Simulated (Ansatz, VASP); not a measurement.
# Be2Ga2C3: VASP beside Ansatz

```
CELL_PARAMETERS angstrom
2.85990 0.00000 0.00000
-1.42995 2.47675 0.00000
0.00000 0.00000 12.05867
ATOMIC_POSITIONS crystal
Be 0.33333 0.66667 0.50000
Be 0.66667 0.33333 0.50000
Ga 0.00000 0.00000 0.26607
Ga 0.00000 0.00000 0.73393
C 0.00000 0.00000 0.50000
C 0.33333 0.66667 0.00000
C 0.66667 0.33333 0.00000
```

Alike in both runs: task relaxation of cell and atoms; functional PBE; k mesh 15 × 15 × 4; occupations gaussian, width 0.1 eV; no spin polarisation.

```csv
,VASP,Ansatz
version,VASP 6.6.1,Ansatz 0.2.0
potentials or method,"VASP PAW PBE potentials, release 64 (Be, Ga_d, C)","scalar-relativistic, plane waves, PAW"
plane-wave cutoff (eV),600,420
valence electrons in the cell,42,42
```

|  | VASP | Ansatz | Ansatz less VASP |
| --- | --- | --- | --- |
| gap on the k mesh at the Fermi level, each at its own relaxed structure (eV) | none | none | - |
| relaxed volume (Å³/atom) | 12.73 | 12.72 | -0.012 |
| relaxed cell length with the largest relative difference (Å) | 12.648 | 12.644 | -0.0044 |
| energy change over the relaxation (meV/atom) | -4 | -4 | -0.3 |

A gap of «none» marks a metal or a gap that the smearing closes.

Caveats: the bands computed are all filled at some k points, so no gap is given; this functional lacks dispersion, which binds the layers, so the pressure and a relaxed spacing across them are unreliable.
